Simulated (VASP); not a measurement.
Method: PBE0 hybrid, VASP's PBE PAW potentials (set 64) (plane waves; VASP).

The input files of a VASP run:

### INCAR
```
AEXX = 0.25
ALGO = Normal
EDIFF = 1E-6
ENCUT = 520
GGA = PE
HFRCUT = -1
ISIF = 2
ISMEAR = 0
ISYM = 3
LASPH = .True.
LCHARG = .False.
LHFCALC = .True.
LMAXMIX = 4
LREAL = .False.
LWAVE = .False.
NELM = 60
PREC = Accurate
PRECFOCK = Fast
SIGMA = 0.05
SYSTEM = CdSe
```

**KPOINTS_OPT**
```
named points and PBE's band edges
7
Reciprocal
  0.000000   0.000000   0.000000 1 ! GAMMA
 -0.500000  -0.500000   0.000000 1 ! X
  0.000000   0.000000   0.500000 1 ! L
 -0.500000  -0.250000   0.250000 1 ! W
 -0.375000   0.000000   0.375000 1 ! K
 -0.375000  -0.375000   0.250000 1 ! U
 -0.035710  -0.035710   0.000000 1 ! near an edge
```

### POSCAR
```
CdSe
4.3883330
  0.0000000000   0.7071067957   0.7071067957
  0.7071067957   0.0000000000   0.7071067957
  0.7071067957   0.7071067957   0.0000000000
Cd Se
1 1
Cartesian
  0.0000000000   0.0000000000   0.0000000000
  0.3535533979   0.3535533979   0.3535533979
```

**KPOINTS**
```
Regular mesh
0
G
 6 6 6
0 0 0
```

POTCAR, in this order: Cd Se (PBE.64 set). Program: vasp_std. Read from the step before: WAVECAR.

What does the run give for the energy per atom (σ→0), pressure, band gap (over the mesh, the named points and PBE's band edges)?

```json
{
 "energy per atom (σ→0)": "-3.689 eV/atom",
 "band gap (over the mesh, the named points and PBE's band edges)": "2.00 eV",
 "pressure": "-1.42 GPa"
}
```

### OSZICAR
```
...
DAV:   5    -0.737723106912E+01    0.11435E-03   -0.14866E-04   431   0.107E-01    0.264E-01
DAV:   6    -0.737720157159E+01    0.29498E-04   -0.28304E-05   441   0.481E-02    0.154E-01
DAV:   7    -0.737718969289E+01    0.11879E-04   -0.46722E-06   441   0.217E-02    0.883E-02
DAV:   8    -0.737718551922E+01    0.41737E-05   -0.23243E-06   446   0.132E-02    0.504E-02
DAV:   9    -0.737718435119E+01    0.11680E-05   -0.86963E-07   303   0.766E-03    0.290E-02
DAV:  10    -0.737718409035E+01    0.26083E-06   -0.37291E-07   233   0.522E-03
   1 F= -.73771841E+01 E0= -.73771841E+01  d E =-.834746E-16
       N       E                     dE             ncg
```

The compound is CdSe in the zinc blende structure, whereas wurtzite is the usual form. It was relaxed first, which changed the volume by +8 %.
